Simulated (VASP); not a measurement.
Method: r2SCAN+rVV10, VASP's PBE PAW potentials (set 64) (plane waves; VASP).

A VASP calculation is set up with these files.

**INCAR**
```
LCHARG  =  F
SIGMA  =  0.1   ! width (eV)
METAGGA  =  R2SCAN
IBRION  =  2   ! conjugate gradients
ENCUT  =  400
BPARAM  =  11.95
NSW  =  60   ! most ionic steps
NELM  =  100   ! most electronic steps
ISIF  =  3   ! ions, shape and volume
LWAVE  =  F
ALGO  =  Normal
LASPH  =  T   ! aspherical one-centre terms
LREAL  =  F   ! projection in real space or not
SYSTEM  =  TbRh
EDIFF  =  1E-6
LUSE_VDW  =  T
ISMEAR  =  1   ! Methfessel-Paxton
PREC  =  Accurate
EDIFFG  =  -0.01   ! ionic stop
LMIXTAU  =  T
LMAXMIX  =  6   ! l cut-off of mixed one-centre charges
CPARAM  =  0.0093
```

**KPOINTS**
```
Automatic mesh
0
Gamma
10 10 10
0 0 0
```

POSCAR:
```
TbRh
1.0
  3.4170000000   0.0000000000   0.0000000000
  0.0000000000   3.4170000000   0.0000000000
  0.0000000000   0.0000000000   3.4170000000
Tb Rh
1 1
Direct
  0.5000000000   0.5000000000   0.5000000000
  0.0000000000   0.0000000000   0.0000000000
```

POTCAR, in this order: Tb_3 Rh_pv (PBE.64 set). Program: vasp_std.

Question: What will the output report for the number of irreducible k-points (NKPTS), number of bands (NBANDS), largest plane-wave count, number of space-group operations, FFT grid (NGX, NGY, NGZ)?

Answer: 
```
Property                                       Value
--------------------------------------  ------------
number of irreducible k-points (NKPTS)            56
number of bands (NBANDS)                          16
largest plane-wave count                         739
number of space-group operations                  48
FFT grid (NGX, NGY, NGZ)                24 × 24 × 24
```

The structure comes from a measured TbRh entry (Pm-3m) of the Crystallography Open Database, whose conditions weren't checked. This run relaxes it. Symmetry was kept, so distortions that lower it aren't found. The 4f electrons are frozen in the core of the lanthanide potential, so 4f levels, which can set the real gap, and their magnetism are missing.
